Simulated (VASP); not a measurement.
Consider the following.

```
CELL_PARAMETERS angstrom
     -1.59989     1.63335     5.50419
      1.59989    -1.63335     5.50419
      1.59989     1.63335    -5.50419
ATOMIC_POSITIONS crystal
  Ti 0.99709 0.99709 0.00000
  P  0.66434 0.16434 0.50000
  P  0.41854 0.41854 0.00000
  W  0.25203 0.75203 0.50000
```

Computed with PBEsol GGA, VASP's PBE PAW potentials (set 64) (plane waves; VASP). Numerical set-up: 400 eV cut-off, Gaussian smearing of 0.050 eV, potentials Ti_sv P W_sv.

Task: Give the energies of bands 11 to 21 at the high-symmetry points, in eV from the Fermi level.

Result: 
```json
[
 {"band": "11", "Γ": "-7.08", "X": "-4.81", "F2": "-7.44", "Y0": "-7.24", "R": "-7.36", "W": "-5.85", "S": "-7.21", "T": "-5.80"},
 {"band": "12", "Γ": "-3.78", "X": "-4.22", "F2": "-5.86", "Y0": "-5.89", "R": "-6.04", "W": "-5.52", "S": "-6.09", "T": "-5.52"},
 {"band": "13", "Γ": "-2.75", "X": "-3.43", "F2": "-3.90", "Y0": "-3.62", "R": "-4.05", "W": "-5.29", "S": "-3.55", "T": "-5.37"},
 {"band": "14", "Γ": "-2.37", "X": "-2.89", "F2": "-3.84", "Y0": "-3.17", "R": "-3.87", "W": "-4.92", "S": "-3.22", "T": "-4.92"},
 {"band": "15", "Γ": "-2.19", "X": "-2.86", "F2": "-2.63", "Y0": "-2.57", "R": "-2.06", "W": "-3.26", "S": "-2.67", "T": "-3.22"},
 {"band": "16", "Γ": "-1.63", "X": "-1.97", "F2": "-1.72", "Y0": "-2.38", "R": "-1.79", "W": "-2.87", "S": "-2.57", "T": "-2.87"},
 {"band": "17", "Γ": "-1.31", "X": "-0.76", "F2": "-1.30", "Y0": "-1.94", "R": "-1.70", "W": "-1.00", "S": "-1.45", "T": "-1.02"},
 {"band": "18", "Γ": "-0.86", "X": "-0.49", "F2": "-0.49", "Y0": "-0.15", "R": "-0.21", "W": "-0.81", "S": "-0.16", "T": "-0.82"},
 {"band": "19", "Γ": "0.36", "X": "0.46", "F2": "0.38", "Y0": "0.14", "R": "0.21", "W": "2.53", "S": "-0.01", "T": "2.53"},
 {"band": "20", "Γ": "1.61", "X": "1.47", "F2": "1.33", "Y0": "1.74", "R": "1.00", "W": "2.59", "S": "1.54", "T": "2.59"},
 {"band": "21", "Γ": "2.39", "X": "2.02", "F2": "2.05", "Y0": "2.16", "R": "2.15", "W": "2.67", "S": "2.31", "T": "2.67"}
]
```

It has no gap at this level: it comes out as a metal or semimetal.

The structure comes from a computed database's TiP2W entry (Imm2); how it stands against other phases isn't given here. It was relaxed first.
